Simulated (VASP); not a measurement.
Input:

```yaml
crystal:
  lattice:
    - [2.12205, 1.22517, 3.47056]
    - [-2.12205, 1.22517, 3.47056]
    - [0.00000, -2.45033, 3.47056]
  atoms:
    - { symbol: Pb, position: [0.97998, 0.97998, 0.97998] }
    - { symbol: S, position: [0.47563, 0.47563, 0.47563] }
```

Method: HSE06 screened hybrid, VASP's PBE PAW potentials (set 64) (plane waves; VASP). Settings: 400 eV cut-off, 6×6×6 Γ-centred mesh, Gaussian smearing of 0.050 eV, potentials Pb_d S.

Unless said otherwise, spin-orbit coupling is left out, though it shifts the bands of the heavy elements here.

### Question
Estimate the energy per atom (σ→0), pressure, band gap (over the mesh, the named points and PBE's band edges) with the smallest direct gap where there is one.

### Answer

```json
{
  "band gap (over the mesh, the named points and PBE's band edges)": "0.96 eV",
  "smallest direct gap (over the mesh, the named points and PBE's band edges)": "0.96 eV",
  "energy per atom (σ→0)": "-5218 meV/atom",
  "pressure": "-1.08 GPa"
}
```

The absolute energy has meaning only against runs of the same code, potentials and settings.

The structure comes from a computed database's PbS entry (R3m); how it stands against other phases isn't given here. It was relaxed first.
